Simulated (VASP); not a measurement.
Crystal: LiBiS3.

```
CELL_PARAMETERS angstrom
4.56144 0.00000 0.00000
0.00000 4.56144 0.00000
0.00000 0.00000 4.56144
ATOMIC_POSITIONS crystal
Li 0.50000 0.50000 0.50000
Bi 0.00000 0.00000 0.00000
S 0.50000 0.50000 0.00000
S 0.00000 0.50000 0.50000
S 0.50000 0.00000 0.50000
```

The cell was built by a generator and needn't be a form met in nature.

```yaml
Program: VASP 6.6.1
Task: relaxation of cell and atoms
Functional: BLYP
Dispersion: D3
Potentials_or_basis: VASP PAW PBE potentials, release 64 (Li_sv, Bi_d, S)
Cutoff: 600 eV
k_mesh: 5 × 5 × 5
Occupations: fermi-dirac, width 0.05 eV
Spin: no spin polarisation
```

At the start: pressure 3.1 GPa; volume 18.98 Å³/atom.

Where does the relaxation end?

Over 3 steps the energy falls by 10.8 meV/atom and the volume is 20.14 Å³/atom (+6.1 %); space group Pm-3m (No. 221, to 0.05 Å).

Step by step:
```tsv
step	energy change (eV)	largest force (eV/Å)	pressure (GPa)	volume (Å³)
1	0.0000	0.0000	3.12	94.91
2	-0.0532	0.0000	0.29	100.08
3	-0.0538	0.0000	-0.01	100.71
```

Final structure:
```cif
data_structure
_symmetry_space_group_name_H-M 'P 1'
_symmetry_Int_Tables_number 1
_cell_length_a 4.6526
_cell_length_b 4.6526
_cell_length_c 4.6526
_cell_angle_alpha 90.000
_cell_angle_beta 90.000
_cell_angle_gamma 90.000
_cell_volume 100.71
loop_
_atom_site_label
_atom_site_type_symbol
_atom_site_fract_x
_atom_site_fract_y
_atom_site_fract_z
_atom_site_occupancy
Li1 Li 0.50000 0.50000 0.50000 1
Bi1 Bi 0.00000 0.00000 0.00000 1
S1 S 0.50000 0.50000 0.00000 1
S2 S 0.00000 0.50000 0.50000 1
S3 S 0.50000 0.00000 0.50000 1
```

Caveat: the cutoff is under 1.25 times the usual one of these potentials, so pressure, stress and relaxed cells hold a basis-set (Pulay) error; the PAW data sets were made with another functional, which shifts forces and pressure a little; pairwise dispersion overbinds metals, which lowers pressure and volume.
